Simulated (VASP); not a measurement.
# Formation energies of disilicides

Wanted: formation energies of TiSi2, ZrSi2, VSi2, NbSi2, TaSi2, MoSi2, WSi2, CoSi2 and NiSi2 on one footing.

Main program and level: VASP 6.6.1; PBE, no spin polarisation; plane waves and PAW (V_sv, Si), in the first sound run; inputs show where later runs differ.

## 1. The structure

The structure is hexagonal, space group P6_222 (No. 180). Conventional cell: a = 4.535 Å, b = 4.535 Å, c = 6.319 Å, α = 90.00°, β = 90.00°, γ = 120.00°. V has 10 Si at 2.49 to 2.65 Å nearest. Nearest to Si lie 5 Si at 2.46 to 2.65 Å and 5 V at 2.49 to 2.65 Å. Farther neighbours are not listed.

Coordinates:

```cif
data_structure
_symmetry_space_group_name_H-M 'P 1'
_symmetry_Int_Tables_number 1
_cell_length_a 4.5348
_cell_length_b 4.5348
_cell_length_c 6.3189
_cell_angle_alpha 90.000
_cell_angle_beta 90.000
_cell_angle_gamma 120.000
_cell_volume 112.54
loop_
_atom_site_label
_atom_site_type_symbol
_atom_site_fract_x
_atom_site_fract_y
_atom_site_fract_z
_atom_site_occupancy
V1 V 0.00000 0.50000 0.16667 1
V2 V 0.50000 0.50000 0.83333 1
V3 V 0.50000 0.00000 0.50000 1
Si4 Si 0.83751 0.67501 0.50000 1
Si5 Si 0.16249 0.83751 0.83333 1
Si6 Si 0.67501 0.83751 0.16667 1
Si7 Si 0.16249 0.32499 0.50000 1
Si8 Si 0.83751 0.16249 0.83333 1
Si9 Si 0.32499 0.16249 0.16667 1
```

## 2. Relax the crystal, PBE

One member in full, VSi2: cell and atoms relax.

This step took 2 runs in a row; the last is shown.

Level: PBE, no spin polarisation; plane waves and PAW (V_sv, Si).

INCAR reads:

```
SYSTEM = VSi2
PREC = Accurate
ENCUT = 450
EDIFF = 1E-06
NELM = 120
ISMEAR = 1
SIGMA = 0.1
LREAL = .FALSE.
ALGO = Normal
GGA = PE
NBANDS = 40
LASPH = .TRUE.
LORBIT = 11
LWAVE = .FALSE.
LCHARG = .FALSE.
KPAR = 2
IBRION = 2
NSW = 40
ISIF = 3
EDIFFG = -0.01
POTIM = 0.4
```

POSCAR reads:

```
VSi2
1.0
    4.5639429014      0.0000000000      0.0000000000
   -2.2819714507      3.9524904967      0.0000000000
    0.0000000000      0.0000000000      6.3578532508
V Si
3 6
Direct
    0.0000000000      0.5000000000      0.1666666670
    0.5000000000      0.5000000000      0.8333333330
    0.5000000000      0.0000000000      0.5000000000
    0.8373142814      0.6746285628      0.5000000000
    0.1626857186      0.8373142814      0.8333333330
    0.6746285628      0.8373142814      0.1666666670
    0.1626857186      0.3253714372      0.5000000000
    0.8373142814      0.1626857186      0.8333333330
    0.3253714372      0.1626857186      0.1666666670
```

KPOINTS reads:

```
Automatic mesh
0
Gamma
8 8 5
0 0 0
```

Potentials, in the order of the species: V_sv and Si (PBE family, release 64).

Run with:

```sh
> mpirun -np 2 vasp_std
```

Log:

```text
[banner, memory and clock lines left out]
running    2 mpi-ranks, on    1 nodes
[...]
LDA part: xc-table for (Slater+PW92), standard interpolation
 POSCAR, INCAR and KPOINTS ok, starting setup
[...]
entering main loop
       N       E                     dE             d eps       ncg     rms          rms(c)
DAV:   1     0.641564115938E+03    0.64156E+03   -0.31059E+04  2648   0.140E+03
DAV:   2    -0.198440656043E+02   -0.66141E+03   -0.64229E+03  2472   0.447E+02
DAV:   3    -0.699729315869E+02   -0.50129E+02   -0.48298E+02  3152   0.112E+02
DAV:   4    -0.712918120832E+02   -0.13189E+01   -0.13069E+01  3000   0.179E+01
[...]
DAV:  12    -0.638825536938E+02    0.19788E-04   -0.22047E-04  3328   0.736E-02    0.229E-02
DAV:  13    -0.638825486746E+02    0.50192E-05   -0.10109E-05  2832   0.185E-02    0.428E-03
DAV:  14    -0.638825481697E+02    0.50489E-06   -0.41055E-07  1912   0.460E-03
   1 F= -.63882548E+02 E0= -.63882111E+02  d E =-.638825E+02
[...]
reached required accuracy - stopping structural energy minimisation
```

It took 39 s on 2 MPI ranks of Intel Xeon 6975P-C (Granite Rapids), shared host; peak memory 0.49 GiB; 51 s of CPU time.

The logs omit lines about the potential files and the build; timing stands in the text.

OUTCAR, selected parts (step 2):

```text
  Total        0.0785736      0.0785736      0.0811609     -0.0000000      0.0000000      0.0000000
  in kB        1.0976551      1.0976551      1.1337988     -0.0000000      0.0000000      0.0000000
  external PRESSURE =       1.1097030 kB  Pullay stress =       0.0000000 kB

 POSITION                                       TOTAL-FORCE (eV/Angst)
 -----------------------------------------------------------------------------------
     -1.14099      1.97625      1.05964         0.000000     -0.000000      0.000000
      1.14099      1.97625      5.29821         0.000000     -0.000000      0.000000
      2.28197      0.00000      3.17893         0.000000     -0.000000      0.000000
      2.28197      2.66646      3.17893         0.000000     -0.006589     -0.000000
     -1.16824      3.30948      5.29821         0.005707     -0.003295     -0.000000
      1.16824      3.30948      1.05964        -0.005707     -0.003295     -0.000000
      0.00000      1.28603      3.17893        -0.000000      0.006589     -0.000000
      3.45021      0.64301      5.29821        -0.005707      0.003295     -0.000000
      1.11373      0.64301      1.05964         0.005707      0.003295     -0.000000
 -----------------------------------------------------------------------------------
    total drift:                               -0.000000      0.000000      0.000006

  FREE ENERGIE OF THE ION-ELECTRON SYSTEM (eV)
  ---------------------------------------------------
  free  energy   TOTEN  =       -63.8825481697 eV

  energy  without entropy=      -63.8812374535  energy(sigma->0) =      -63.88211126

 reached required accuracy - stopping structural energy minimisation

[... 3 further parts left out ...]
[key lines of the parts left out:]
E-fermi :  11.2638
```

Numbers from this step:

| Property | Result |
| --- | --- |
| energy(sigma→0) of the program | -63.8821 eV |
| stress, compression positive | xx, yy, zz 0.11, 0.11, 0.11 GPa |
| volume | 114.689 Å³ |
| ionic steps | 1 |

## 3. Density of states, PBE

Tetrahedra on a denser mesh give the density of states; the gap in the table is that of the relaxation mesh.

Level: PBE, no spin polarisation; plane waves and PAW (V_sv, Si).

INCAR reads:

```
SYSTEM = VSi2
PREC = Accurate
ENCUT = 450
EDIFF = 1E-06
NELM = 100
ISMEAR = -5
SIGMA = 0.1
LREAL = .FALSE.
ALGO = Normal
GGA = PE
NBANDS = 53
LASPH = .TRUE.
LORBIT = 11
LWAVE = .FALSE.
LCHARG = .FALSE.
KPAR = 2
NEDOS = 2001
```

POSCAR is that of step 2.

KPOINTS reads:

```
Automatic mesh
0
Gamma
12 12 8
0 0 0
```

Run with:

```sh
> mpirun -np 2 vasp_std
```

Log:

```text
[... set-up lines as in an earlier step ...]
 entering main loop
       N       E                     dE             d eps       ncg     rms          rms(c)
DAV:   1     0.622634165379E+03    0.62263E+03   -0.29595E+04 10766   0.106E+03
DAV:   2    -0.374462856151E+02   -0.66008E+03   -0.62491E+03 10477   0.355E+02
DAV:   3    -0.706531564288E+02   -0.33207E+02   -0.32049E+02 12131   0.854E+01
DAV:   4    -0.713031923618E+02   -0.65004E+00   -0.64661E+00 12037   0.115E+01
[...]
DAV:  12    -0.638763930616E+02    0.78042E-04   -0.19556E-04 11609   0.116E-01    0.593E-02
DAV:  13    -0.638763916681E+02    0.13935E-05   -0.12526E-05 10663   0.202E-02    0.180E-02
DAV:  14    -0.638763909965E+02    0.67161E-06   -0.11210E-06  7157   0.673E-03
   1 F= -.63876391E+02 E0= -.63876391E+02  d E =0.000000E+00
 -----------------------------------------------------------------------------
|                                                                             |
|           W    W    AA    RRRRR   N    N  II  N    N   GGGG   !!!           |
|           W    W   A  A   R    R  NN   N  II  NN   N  G    G  !!!           |
|           W    W  A    A  R    R  N N  N  II  N N  N  G       !!!           |
|           W WW W  AAAAAA  RRRRR   N  N N  II  N  N N  G  GGG   !            |
|           WW  WW  A    A  R   R   N   NN  II  N   NN  G    G                |
|           W    W  A    A  R    R  N    N  II  N    N   GGGG   !!!           |
|                                                                             |
|     Tetrahedron method does not include variations of the Fermi             |
|     occupations, so forces and stress will be inaccurate. We suggest        |
|     using a different smearing scheme ISMEAR = 1 or 2 for metals in         |
|     relaxations.                                                            |
|                                                                             |
 -----------------------------------------------------------------------------
```

The job ended after 2.6 min (2 MPI ranks; peak memory 0.85 GiB).

OUTCAR, selected parts (step 3):

```text
  Total        0.0433807      0.0433807      0.1776651     -0.0000000      0.0000000      0.0000000
  in kB        0.6060186      0.6060186      2.4819387     -0.0000000      0.0000000      0.0000000
  external PRESSURE =       1.2313253 kB  Pullay stress =       0.0000000 kB

 POSITION                                       TOTAL-FORCE (eV/Angst)
 -----------------------------------------------------------------------------------
     -1.14099      1.97625      1.05964         0.000000     -0.000000     -0.000000
      1.14099      1.97625      5.29821         0.000000     -0.000000      0.000000
      2.28197      0.00000      3.17893         0.000000     -0.000000      0.000000
      2.28197      2.66646      3.17893         0.000000      0.004760      0.000000
     -1.16824      3.30948      5.29821        -0.004122      0.002380      0.000000
      1.16824      3.30948      1.05964         0.004122      0.002380      0.000000
      0.00000      1.28603      3.17893        -0.000000     -0.004760      0.000000
      3.45021      0.64301      5.29821         0.004122     -0.002380      0.000000
      1.11373      0.64301      1.05964        -0.004122     -0.002380      0.000000
 -----------------------------------------------------------------------------------
    total drift:                               -0.000000      0.000000      0.000006

  FREE ENERGIE OF THE ION-ELECTRON SYSTEM (eV)
  ---------------------------------------------------
  free  energy   TOTEN  =       -63.8763909965 eV

  energy  without entropy=      -63.8763909965  energy(sigma->0) =      -63.87639100

[... 1 part as in an earlier step ...]

[... 2 further parts left out ...]
[key lines of the parts left out:]
E-fermi :  11.2633
```

Read from the output:

```
energy(sigma→0) of the program : -63.8764 eV
```

The run ends at a pressure of 0.12 GPa, with forces up to 0.0048 eV/Å.

## 4. Reference Si, PBE

This step took 2 runs in a row; the last is shown.

Level: PBE; plane waves and PAW (Si).

System, named by how it was started: Si. Symmetry: Fd-3m, No. 227, cubic system. Conventional cell: a = 5.468 Å, b = 5.468 Å, c = 5.468 Å, α = 90.00°, β = 90.00°, γ = 90.00°. Si has 4 Si at 2.37 Å nearest.

INCAR reads:

```
SYSTEM = Si
PREC = Accurate
ENCUT = 450
EDIFF = 1E-07
NELM = 120
ISMEAR = 0
SIGMA = 0.05
LREAL = .FALSE.
ALGO = Normal
GGA = PE
NBANDS = 10
LASPH = .TRUE.
LORBIT = 11
LWAVE = .FALSE.
LCHARG = .FALSE.
KPAR = 2
IBRION = 2
NSW = 40
ISIF = 3
EDIFFG = -0.005
POTIM = 0.4
```

POSCAR reads:

```
Si
1.0
    0.0000000000      2.7342287766      2.7342287766
    2.7342287766      0.0000000000      2.7342287766
    2.7342287766      2.7342287766      0.0000000000
Si
2
Direct
    0.0000000000      0.0000000000      0.0000000000
    0.2500000000      0.2500000000      0.2500000000
```

KPOINTS reads:

```
Automatic mesh
0
Gamma
13 13 13
0 0 0
```

Potentials, in the order of the species: Si (PBE family, release 64).

Run with:

```sh
> mpirun -np 2 vasp_std
```

Log:

```text
[banner, memory and clock lines left out]
running    2 mpi-ranks, on    1 nodes
[...]
LDA part: xc-table for (Slater+PW92), standard interpolation
 POSCAR, INCAR and KPOINTS ok, starting setup
[...]
entering main loop
       N       E                     dE             d eps       ncg     rms          rms(c)
DAV:   1     0.553172802038E+01    0.55317E+01   -0.30035E+03  1680   0.552E+02
DAV:   2    -0.105387033120E+02   -0.16070E+02   -0.15324E+02  2342   0.804E+01
DAV:   3    -0.110141652137E+02   -0.47546E+00   -0.47444E+00  2102   0.123E+01
DAV:   4    -0.110179814137E+02   -0.38162E-02   -0.38157E-02  2090   0.137E+00
[...]
DAV:  11    -0.108498918213E+02   -0.52150E-06   -0.15412E-06  2140   0.706E-03    0.279E-03
DAV:  12    -0.108498920563E+02   -0.23502E-06   -0.44071E-07  1830   0.435E-03    0.919E-04
DAV:  13    -0.108498920687E+02   -0.12417E-07   -0.25662E-09  1014   0.373E-04
   1 F= -.10849892E+02 E0= -.10849892E+02  d E =-.108499E+02
[...]
reached required accuracy - stopping structural energy minimisation
```

Elapsed: 12 s, on 2 MPI ranks; peak memory 0.28 GiB.

OUTCAR, selected parts (step 4):

```text
  Total        0.0015791      0.0015791      0.0015791     -0.0000000      0.0000000     -0.0000000
  in kB        0.0618846      0.0618846      0.0618846     -0.0000000      0.0000000     -0.0000000
  external PRESSURE =       0.0618846 kB  Pullay stress =       0.0000000 kB

 POSITION                                       TOTAL-FORCE (eV/Angst)
 -----------------------------------------------------------------------------------
      0.00000      0.00000      0.00000        -0.000000     -0.000000     -0.000000
      1.36711      1.36711      1.36711         0.000000      0.000000      0.000000
 -----------------------------------------------------------------------------------
    total drift:                                0.000000      0.000000     -0.000000

  FREE ENERGIE OF THE ION-ELECTRON SYSTEM (eV)
  ---------------------------------------------------
  free  energy   TOTEN  =       -10.8498920687 eV

  energy  without entropy=      -10.8498920687  energy(sigma->0) =      -10.84989207

[... 1 part as in an earlier step ...]

[... 3 further parts left out ...]
[key lines of the parts left out:]
E-fermi :   5.8773
```

Read from the output:

- energy(sigma→0) of the program: -10.8499 eV
- stress, compression positive: xx, yy, zz 0.01, 0.01, 0.01 GPa
- volume: 40.882 Å³
- ionic steps: 1

## 5. Reference V, PBE

This step took 2 runs in a row; the last is shown.

Level: PBE, no spin polarisation; plane waves and PAW (V_sv).

System, named by how it was started: V. It takes space group Im-3m (No. 229, cubic). The conventional cell has a = 2.994 Å, b = 2.994 Å, c = 2.994 Å, α = 90.00°, β = 90.00°, γ = 90.00°. V has 8 V at 2.59 Å nearest.

INCAR reads:

```
SYSTEM = V
PREC = Accurate
ENCUT = 450
EDIFF = 1E-07
NELM = 120
ISMEAR = 1
SIGMA = 0.15
LREAL = .FALSE.
ALGO = Normal
GGA = PE
NBANDS = 12
LASPH = .TRUE.
LORBIT = 11
LWAVE = .FALSE.
LCHARG = .FALSE.
KPAR = 2
IBRION = 2
NSW = 40
ISIF = 3
EDIFFG = -0.005
POTIM = 0.4
```

POSCAR reads:

```
V
1.0
   -1.4967953252      1.4967953252      1.4967953252
    1.4967953252     -1.4967953252      1.4967953252
    1.4967953252      1.4967953252     -1.4967953252
V
1
Direct
    0.0000000000      0.0000000000      0.0000000000
```

KPOINTS reads:

```
Automatic mesh
0
Gamma
19 19 19
0 0 0
```

PAW data sets: V_sv (PBE family, release 64).

Run with:

```sh
> mpirun -np 2 vasp_std
```

Log:

```text
[banner, memory and clock lines left out]
running    2 mpi-ranks, on    1 nodes
[...]
LDA part: xc-table for (Slater+PW92), standard interpolation
 POSCAR, INCAR and KPOINTS ok, starting setup
[...]
entering main loop
       N       E                     dE             d eps       ncg     rms          rms(c)
DAV:   1     0.829641489812E+02    0.82964E+02   -0.65304E+03  5292   0.107E+03
DAV:   2    -0.918631261095E+01   -0.92150E+02   -0.89452E+02  5464   0.310E+02
DAV:   3    -0.103719092298E+02   -0.11856E+01   -0.11835E+01  5808   0.410E+01
DAV:   4    -0.103777668287E+02   -0.58576E-02   -0.58575E-02  5720   0.306E+00
[...]
DAV:  12    -0.899110823553E+01   -0.25502E-06   -0.97150E-09  2924   0.148E-03    0.276E-04
DAV:  13    -0.899110836928E+01   -0.13375E-06   -0.17818E-09  2736   0.640E-04    0.943E-05
DAV:  14    -0.899110836124E+01    0.80379E-08   -0.23783E-10  2676   0.265E-04
   1 F= -.89911084E+01 E0= -.89913199E+01  d E =-.899111E+01
[...]
N       E                     dE             d eps       ncg     rms          rms(c)
DAV:   1    -0.899157204925E+01   -0.46368E-03   -0.71843E-03  5284   0.144E+00    0.234E-01
DAV:   2    -0.899111828663E+01    0.45376E-03   -0.11665E-03  5308   0.560E-01    0.497E-02
DAV:   3    -0.899111365948E+01    0.46272E-05   -0.70484E-06  5492   0.365E-02    0.261E-02
DAV:   4    -0.899111068970E+01    0.29698E-05   -0.39858E-06  5564   0.231E-02    0.146E-03
DAV:   5    -0.899111053036E+01    0.15934E-06   -0.32220E-08  3376   0.246E-03    0.696E-04
DAV:   6    -0.899111039248E+01    0.13788E-06   -0.36747E-09  2652   0.974E-04    0.594E-05
DAV:   7    -0.899111040743E+01   -0.14950E-07   -0.42426E-10  2644   0.348E-04
   2 F= -.89911104E+01 E0= -.89913259E+01  d E =-.204619E-05
 trial-energy change:   -0.000002  1 .order   -0.000001   -0.000017    0.000014
 step:   0.5741(harm=  0.5442)  dis= 0.00000  next Energy=    -8.991113 (dE=-0.507E-05)
[...]
N       E                     dE             d eps       ncg     rms          rms(c)
DAV:   1    -0.899119741534E+01   -0.87023E-04   -0.13041E-03  5284   0.612E-01    0.994E-02
DAV:   2    -0.899111435614E+01    0.83059E-04   -0.21257E-04  5308   0.239E-01    0.211E-02
DAV:   3    -0.899111332082E+01    0.10353E-05   -0.12872E-06  5468   0.156E-02    0.110E-02
DAV:   4    -0.899111329908E+01    0.21734E-07   -0.72590E-07  5572   0.989E-03
   3 F= -.89911133E+01 E0= -.89913271E+01  d E =-.493784E-05
[...]
reached required accuracy - stopping structural energy minimisation
```

Elapsed: 18 s, on 2 MPI ranks; peak memory 0.27 GiB; 27 s of CPU time.

OUTCAR, selected parts (step 5):

```text
   k-points           NKPTS =    220   k-points in BZ     NKDIM =    220   number of bands    NBANDS=     12

   ENCUT  =  450.0 eV  33.07 Ry    5.75 a.u.   4.48  4.48  4.48*2*pi/ulx,y,z

   NELECT =      13.0000    total number of electrons

 E-fermi :   9.7641

 k-point     1 :       0.0000    0.0000    0.0000
  band No.  band energies     occupation
      1     -53.9412      2.00000
      2     -27.2365      2.00000
      3     -27.2365      2.00000
      4     -27.2365      2.00000
      5       3.1719      2.00000
      6      10.1834     -0.00056
      7      10.1834     -0.00056
      8      10.1834     -0.00056
      9      12.2055     -0.00000
     10      12.2055     -0.00000
    ...

  Total        0.0023131      0.0023131      0.0023131      0.0000000      0.0000000     -0.0000000
  in kB        0.2765061      0.2765061      0.2765061      0.0000000      0.0000000     -0.0000000
  external PRESSURE =       0.2765061 kB  Pullay stress =       0.0000000 kB

 POSITION                                       TOTAL-FORCE (eV/Angst)
 -----------------------------------------------------------------------------------
      0.00000     -0.00000      0.00000         0.000000     -0.000000      0.000000
 -----------------------------------------------------------------------------------
    total drift:                                0.000000      0.000000      0.000000

  FREE ENERGIE OF THE ION-ELECTRON SYSTEM (eV)
  ---------------------------------------------------
  free  energy   TOTEN  =        -8.9911132991 eV

  energy  without entropy=       -8.9917548259  energy(sigma->0) =       -8.99132714

[... 1 part as in an earlier step ...]

[... 15 further parts left out ...]
```

This run gave:

| Item | Value |
| --- | --- |
| energy(sigma→0) of the program | -8.9913 eV |
| stress, compression positive | xx, yy, zz 0.03, 0.03, 0.03 GPa |
| volume | 13.403 Å³ |
| ionic steps | 3 |

By hand, from the ends of the relaxations: [-63.8821 − 3 × (-8.9913) − 6 × (-5.4249)] / 9 = -0.484 eV/atom.

## 6. The whole series

Notes on database entries: that of Fddd TiSi2 is an old determination (1939); that of Cmcm ZrSi2 differs from later determinations by our own check (a about 0.3 % long); that of P6_222 TaSi2 has ideal inner coordinates that were not refined; that of I4/mmm Si2Mo is an old determination (1927); that of Fm-3m Si2Ni differs from later determinations by our own check (0.1 to 0.3 % short, probably kX units).

The other members went through these steps as far as the tables show, with one cutoff, and the other elements were relaxed alike; 38 runs are not shown. The session took 2.9 core hours (wall time by ranks) on a shared machine.

Spin-polarised: Co, Ni, CoSi2 and Si2Ni; all else ran without spin. No compound in the table ends with a moment.

```
compound  space group  atoms  volume (Å³/atom)  formation energy (eV/atom)  gap on the mesh (eV)
   TiSi2         Fddd      6            14.152                      -0.555                 0.000
   TiSi2         Cmcm      6            14.337                      -0.564                 0.000
   ZrSi2         Cmcm      6            16.804                      -0.663                 0.000
    VSi2       P6_222      9            12.743                      -0.484                 0.000
   NbSi2       P6_222      9            14.706                      -0.560                 0.000
   TaSi2       P6_222      9            14.663                      -0.476                 0.000
   MoSi2       I4/mmm      3            13.585                      -0.492                 0.000
    WSi2       I4/mmm      3            13.678                      -0.338                 0.000
   CoSi2        Fm-3m      3            12.812                      -0.470                 0.000
   NiSi2        Fm-3m      3            13.436                      -0.349                 0.000
```

## 7. Results

```
TiSi2 (Fddd)   : -0.55 eV/atom
TiSi2 (Cmcm)   : -0.56 eV/atom
ZrSi2 (Cmcm)   : -0.66 eV/atom
VSi2 (P6_222)  : -0.48 eV/atom
NbSi2 (P6_222) : -0.56 eV/atom
TaSi2 (P6_222) : -0.48 eV/atom
MoSi2 (I4/mmm) : -0.49 eV/atom
WSi2 (I4/mmm)  : -0.34 eV/atom
CoSi2 (Fm-3m)  : -0.47 eV/atom
NiSi2 (Fm-3m)  : -0.35 eV/atom
```

What this shows: ZrSi2 has the lowest formation energy per atom (-0.66 eV) and WSi2 the highest (-0.34 eV). Elements and compounds start from ASE's table, typed cells or database entries (computed ones of Materials Project for TiSi2 and VSi2), forms which need not be the lowest. Static energies: no zero-point or thermal terms. The meshes of the relaxations leave a few meV per atom open.

[Lines on the potential files, build, host, timing and source positions are cut from VASP's logs without a mark.]

[Logs are printed without paths, hosts, clocks, repeated set-up lines and the standing remarks that a program may print on its own settings, such as how far it seeks lower states.]

[Hosts, paths, dates, database ids (printed as entryN), source tags and the programs' standing remarks are cut or masked in the printed files.]
